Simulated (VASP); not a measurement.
Co:

```
Co
1.0
     2.50740    0.00000    0.00000
    -1.25370    2.17147    0.00000
     0.00000    0.00000    4.06990
Co
2
Direct
  0.33333 0.66667 0.25000
  0.66667 0.33333 0.75000
```

```yaml
Program: VASP 6.6.1
Task: relaxation of cell and atoms
Functional: PBE
Potentials_or_basis: VASP PAW PBE potentials, release 64 (Co)
Cutoff: 520 eV
k_mesh: 6 × 6 × 2
Occupations: gaussian, width 0.1 eV
Spin: collinear spin, ferromagnetic start
Starting_moments: "[1.5, 1.5] μB"
```

At the start: pressure -3.6 GPa; volume 11.08 Å³/atom.

Where does the relaxation end?

Over 15 steps the energy falls by 7.5 meV/atom and the volume is 11.02 Å³/atom (-0.5 %); space group P6_3/mmc (No. 194, to 0.05 Å); moment 3.60 μB per cell.

Step by step:
| step | energy change (eV) | largest force (eV/Å) | pressure (GPa) | volume (Å³) |
| --- | --- | --- | --- | --- |
| 1 | 0.0000 | 0.0000 | -3.62 | 22.16 |
| 2 | -0.0050 | 0.0000 | 2.31 | 21.36 |
| 3 | -0.0075 | 0.0000 | 0.12 | 21.64 |
| 4 | -0.0075 | 0.0000 | 0.22 | 21.63 |
| 5 | -0.0076 | 0.0000 | 0.46 | 21.66 |
| 6 | -0.0087 | 0.0000 | 0.86 | 21.72 |
| 7 | -0.0122 | 0.0000 | 1.28 | 21.85 |
| 8 | -0.0140 | 0.0000 | -0.45 | 22.10 |
| 9 | -0.0149 | 0.0000 | 0.43 | 21.99 |
| 10 | -0.0150 | 0.0000 | 0.28 | 22.01 |
| 11 | -0.0139 | 0.0000 | -1.80 | 22.24 |
| 12 | -0.0150 | 0.0000 | 0.02 | 22.04 |
| 13 | -0.0150 | 0.0000 | 0.01 | 22.04 |
| 14 | -0.0150 | 0.0000 | -0.02 | 22.04 |
| 15 | -0.0150 | 0.0000 | 0.00 | 22.04 |

Final structure:
```
Co
1.0
     2.47055    0.00000    0.00000
    -1.23527    2.13956    0.00000
     0.00000    0.00000    4.16956
Co
2
Direct
  0.33333 0.66667 0.25000
  0.66667 0.33333 0.75000
```

Caveat: the k mesh is coarse (spacing up to 0.77 Å⁻¹), so the values aren't converged.
